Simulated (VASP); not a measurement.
Given:

```
Nb4C3N
1.0
    0.00000     2.21942     2.21942
    2.21942     0.00000     2.21942
    8.86305     8.86305     0.01463
Nb N C
4 1 3
Direct
  0.00640   0.00640   0.99520
  0.99360   0.99360   0.25480
  0.00535   0.00535   0.49599
  0.99465   0.99465   0.75401
  0.50000   0.50000   0.12500
  0.50200   0.50200   0.37350
  0.50000   0.50000   0.62500
  0.49800   0.49800   0.87650
```

The numbers are results of PBEsol GGA, VASP's PBE PAW potentials (set 64) (plane waves; VASP), not measurements. Settings: 520 eV cut-off, 13×13×4 Γ-centred mesh, tetrahedra with Blöchl corrections, potentials Nb_sv N C.

The cores are frozen, which limits the accuracy of field gradients.

Task: Give the principal components of the electric field gradient (V/Å²) and the asymmetry η at each nucleus.

Result: 
| atom | Vxx | Vyy | Vzz | η |
|---|---|---|---|---|
| Nb1 | -3.2 | -3.2 | 6.4 | 0.00 |
| Nb2 | -3.2 | -3.2 | 6.4 | 0.00 |
| Nb3 | -0.4 | -0.4 | 0.8 | 0.00 |
| Nb4 | -0.4 | -0.4 | 0.8 | 0.00 |
| N5 | 1.2 | 1.2 | -2.4 | 0.00 |
| C6 | -1.6 | -1.6 | 3.1 | 0.00 |
| C7 | 0.6 | 0.6 | -1.3 | 0.00 |
| C8 | -1.6 | -1.6 | 3.1 | 0.00 |

The structure was generated: Nb4C3N was put into an ordered model structure (R-3m), which need not be its known phase. It was relaxed first.
